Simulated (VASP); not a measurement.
All values below come from PBEsol GGA, VASP's PBE PAW potentials (set 64) (plane waves; VASP).

The input files of a VASP run:

INCAR:
```
! general
SYSTEM  = La
PREC    = Accurate
ENCUT   = 400
LREAL   = .FALSE.
LASPH   = .TRUE.

! electronic loop
EDIFF   = 1E-6
NELM    = 100
ALGO    = Normal
LMAXMIX = 6

! smearing
ISMEAR  = 1
SIGMA   = 0.1

! functional
GGA     = PS

! ions
IBRION  = 2
NSW     = 60
ISIF    = 3
EDIFFG  = -0.02

! output
LWAVE   = .FALSE.
LCHARG  = .FALSE.
```

### POSCAR
```
La
1
    1.8177266911    -3.1483951867    -0.0000000000
    1.8177266911     3.1483951867    -0.0000000000
    0.0000000000     0.0000000000    11.8706849616
La
4
Direct
  0.0000000000   0.0000000000   0.5000000000
  0.0000000000   0.0000000000   0.0000000000
  0.3333330000   0.6666670000   0.2500000000
  0.6666670000   0.3333330000   0.7500000000
```

**KPOINTS**
```
Automatic mesh
0
Gamma
9 9 3
0 0 0
```

POTCAR, in this order: La (PBE.64 set). Program: vasp_std.

What VASP printed:

OSZICAR:
```
       N       E                     dE             d eps       ncg     rms          rms(c)
DAV:   1     0.532118897715E+03    0.53212E+03   -0.12760E+04  1264   0.189E+03
DAV:   2     0.973212824922E+02   -0.43480E+03   -0.42966E+03  1856   0.448E+02
DAV:   3    -0.592081363133E+01   -0.10324E+03   -0.10231E+03  2264   0.269E+02
DAV:   4    -0.190152116718E+02   -0.13094E+02   -0.12850E+02  2312   0.938E+01
DAV:   5    -0.211709775103E+02   -0.21558E+01   -0.20651E+01  2464   0.322E+01    0.525E+00
DAV:   6    -0.213769874302E+02   -0.20601E+00   -0.30619E+00  2408   0.119E+01    0.258E+00
DAV:   7    -0.213721961804E+02    0.47912E-02   -0.43797E-01  2464   0.407E+00    0.663E-01
DAV:   8    -0.213756139391E+02   -0.34178E-02   -0.69854E-02  2456   0.156E+00    0.221E-01
DAV:   9    -0.213769027470E+02   -0.12888E-02   -0.13819E-02  2360   0.665E-01    0.184E-01
DAV:  10    -0.213774048067E+02   -0.50206E-03   -0.33187E-03  2272   0.357E-01    0.691E-02
DAV:  11    -0.213775047746E+02   -0.99968E-04   -0.59109E-04  2384   0.124E-01    0.374E-02
DAV:  12    -0.213775467672E+02   -0.41993E-04   -0.20247E-04  2152   0.790E-02    0.608E-03
DAV:  13    -0.213775488507E+02   -0.20835E-05   -0.37156E-05  1920   0.302E-02    0.456E-03
DAV:  14    -0.213775500593E+02   -0.12086E-05   -0.10493E-05  1536   0.222E-02    0.110E-03
DAV:  15    -0.213775491304E+02    0.92884E-06   -0.23724E-06  1224   0.162E-02
   1 F= -.21377549E+02 E0= -.21375550E+02  d E =-.213775E+02
       N       E                     dE             d eps       ncg     rms          rms(c)
DAV:   1    -0.214018993153E+02   -0.24349E-01   -0.17539E+00  1802   0.238E+01    0.652E-01
DAV:   2    -0.213876368020E+02    0.14263E-01   -0.59618E-02  2144   0.277E+00    0.346E-01
DAV:   3    -0.213823626268E+02    0.52742E-02   -0.29674E-02  2200   0.166E+00    0.884E-02
DAV:   4    -0.213823614299E+02    0.11969E-05   -0.16049E-03  2168   0.389E-01    0.522E-02
DAV:   5    -0.213823712856E+02   -0.98558E-05   -0.10287E-04  2432   0.835E-02    0.230E-02
DAV:   6    -0.213823725664E+02   -0.12807E-05   -0.25338E-05  1880   0.415E-02    0.345E-03
DAV:   7    -0.213823731601E+02   -0.59377E-06   -0.59102E-06  1544   0.213E-02
   2 F= -.21382373E+02 E0= -.21380723E+02  d E =-.482403E-02
       N       E                     dE             d eps       ncg     rms          rms(c)
DAV:   1    -0.214045591899E+02   -0.22187E-01   -0.19067E+00  1760   0.248E+01    0.675E-01
DAV:   2    -0.213896425154E+02    0.14917E-01   -0.65394E-02  2136   0.289E+00    0.361E-01
DAV:   3    -0.213839201345E+02    0.57224E-02   -0.31283E-02  2208   0.174E+00    0.921E-02
DAV:   4    -0.213839173779E+02    0.27566E-05   -0.17119E-03  2160   0.406E-01    0.541E-02
DAV:   5    -0.213839289981E+02   -0.11620E-04   -0.10617E-04  2408   0.849E-02    0.215E-02
DAV:   6    -0.213839289968E+02    0.12697E-08   -0.23959E-05  2048   0.446E-02    0.324E-03
DAV:   7    -0.213839293137E+02   -0.31686E-06   -0.35251E-06  1288   0.171E-02
   3 F= -.21383929E+02 E0= -.21382918E+02  d E =-.638018E-02
```

OUTCAR:
```
------------------------ aborting loop because EDIFF is reached ----------------------------------------
  FORCE on cell =-STRESS in cart. coord.  units (eV):
  Direction    XX          YY          ZZ          XY          YZ          ZX
  --------------------------------------------------------------------------------------
  Total        0.0304991      0.0304991      0.0585053      0.0000000      0.0000000     -0.0000000
  in kB        0.3603518      0.3603519      0.6912495      0.0000000      0.0000000     -0.0000000
  external PRESSURE =       0.4706511 kB  Pullay stress =       0.0000000 kB
  volume of cell :      135.60
      direct lattice vectors                 reciprocal lattice vectors
     1.829902242 -3.169483864  0.000000000     0.273238640 -0.157754392 -0.000000000
     1.829902242  3.169483864  0.000000000     0.273238640  0.157754392 -0.000000000
     0.000000000  0.000000000 11.690278105    -0.000000000  0.000000000  0.085541164
 POSITION                                       TOTAL-FORCE (eV/Angst)
 -----------------------------------------------------------------------------------
      0.00000      0.00000      5.84514         0.000000     -0.000000      0.000000
      0.00000      0.00000      0.00000         0.000000     -0.000000      0.000000
      1.82990      1.05650      2.92257        -0.000000      0.000000      0.000000
      1.82990     -1.05650      8.76771        -0.000000      0.000000     -0.000000
 -----------------------------------------------------------------------------------
    total drift:                               -0.000000     -0.000000      0.000000
  FREE ENERGIE OF THE ION-ELECTRON SYSTEM (eV)
  ---------------------------------------------------
  free  energy   TOTEN  =       -21.3839293137 eV

  energy  without entropy=      -21.3808964371  energy(sigma->0) =      -21.38291835

 reached required accuracy - stopping structural energy minimisation
```
(Selected blocks of OUTCAR.)

File CONTCAR:
```
La
   1.00000000000000
     1.8299022421077960   -3.1694838637437281    0.0000000000000000
     1.8299022421077960    3.1694838637437281    0.0000000000000000
     0.0000000000000000    0.0000000000000000   11.6902781048665130
  La
     4
Direct
     0.0000000000000000    0.0000000000000000    0.5000000000000000
     0.0000000000000000    0.0000000000000000    0.0000000000000000
     0.3333330000000032    0.6666669999999968    0.2500000000000000
     0.6666669999999968    0.3333330000000032    0.7500000000000000
```

**OUTCAR**
```
 val. band max:        8.7037784069   @ k =   0.2222   0.1111   0.0000

 cond. band min:       8.7221005426   @ k =   0.1111   0.1111   0.0000


 Fermi energy:         8.7056172412

 k-point     1 :       0.0000    0.0000    0.0000
  band No.  band energies     occupation
      1     -24.1091      2.00000
      2     -23.9634      2.00000
      3     -23.9568      2.00000
      4     -23.8039      2.00000
      5      -8.6792      2.00000
      6      -7.8104      2.00000
      7      -7.8060      2.00000
      8      -7.1057      2.00000
      9      -7.1057      2.00000
     10      -6.9850      2.00000
     11      -6.9850      2.00000
     12      -6.9734      2.00000
     13      -6.9734      2.00000
     14      -6.8481      2.00000
     15      -6.8481      2.00000
     16      -6.7933      2.00000
     17       5.4703      2.00000
     18       6.7378      2.00000
     19       6.8429      2.00000
     20       6.8458      2.00000
     21       9.2376     -0.00000
     22       9.3948     -0.00000
     23       9.8903     -0.00000
     24       9.9072     -0.00000
     25       9.9991     -0.00000
     26      10.0130     -0.00000

 k-point     2 :       0.1111   -0.0000    0.0000
  band No.  band energies     occupation
      1     -24.0818      2.00000
      2     -23.9434      2.00000
      3     -23.9368      2.00000
      4     -23.7920      2.00000
      5      -8.6138      2.00000
      6      -7.8386      2.00000
      7      -7.8345      2.00000
      8      -7.2727      2.00000
      9      -7.1600      2.00000
     10      -7.0982      2.00000
     11      -7.0966      2.00000
     12      -7.0228      2.00000
     13      -7.0138      2.00000
     14      -7.0110      2.00000
     15      -6.8680      2.00000
     16      -6.8232      2.00000
     17       5.8334      2.00000
     18       7.0616      2.00000
     19       7.1777      2.00000
     20       7.1809      2.00000
     21       8.7674      0.14416
     22       9.0760     -0.00000
...
```

The compound is La in the dhcp structure. This run relaxes it. Symmetry was kept, so distortions that lower it aren't found. The start is the result of an earlier pass.
